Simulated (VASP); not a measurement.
An input for Quantum ESPRESSO's pw.x (written as the equivalent of a VASP run, and not itself run):

```
&CONTROL
  calculation = 'scf'
  pseudo_dir = './pseudo'
  outdir = './out'
  tprnfor = .true.
  tstress = .true.
/
&SYSTEM
  ibrav = 0
  nat = 2
  ntyp = 1
  ecutwfc = 60.3
  occupations = 'smearing'
  smearing = 'methfessel-paxton'
  degauss = 0.00735
  input_dft = 'pbe'
/
&ELECTRONS
  conv_thr = 7.3e-08
  electron_maxstep = 100
/
ATOMIC_SPECIES
  Tl 204.380 Tl.upf
CELL_PARAMETERS angstrom
     1.6828970   -2.9222570    0.0000000
     1.6828970    2.9222570    0.0000000
     0.0000000    0.0000000    5.6381070
ATOMIC_POSITIONS crystal
  Tl   0.3333330  0.6666670  0.2500000
  Tl   0.6786100  0.3452760  0.7500000
K_POINTS automatic
  11 11 6 0 0 0
```

Problem. Translate this input to VASP (INCAR, KPOINTS, POSCAR, choice of POTCAR).

Solution. One answer among several that fit: 
POSCAR:
```
Tl
1
    1.6828970000    -2.9222570000     0.0000000000
    1.6828970000     2.9222570000     0.0000000000
    0.0000000000     0.0000000000     5.6381070000
Tl
2
Direct
  0.3333330000   0.6666670000   0.2500000000
  0.6786100000   0.3452760000   0.7500000000
```

**KPOINTS**
```
Automatic mesh
0
G
 11 11 6
0 0 0
```

INCAR:
```
ALGO  =  Normal
EDIFF  =  1E-6
ENCUT  =  520
GGA  =  PE
ISIF  =  2
ISMEAR  =  1
LASPH  =  .True.
LCHARG  =  .False.
LMAXMIX  =  4
LREAL  =  .False.
LWAVE  =  .False.
NELM  =  100
PREC  =  Accurate
SIGMA  =  0.1
SYSTEM  =  Tl
```

POTCAR, in this order: Tl_d (PBE.64 set). Program: vasp_std.

What does not carry over: the potentials are each code's own (VASP's PAW set, PseudoDojo norm-conserving files in pw.x), so ENCUT and ecutwfc are chosen apart and not converted; conv_thr bounds pw.x's estimated SCF error, while EDIFF bounds the energy change between steps.

The compound is Tl in the hcp structure. The cell was not relaxed at this level, atoms are displaced from their ideal sites. The run is one of a series of settings (ENCUT = 520 against the base run), some of them coarse on purpose.
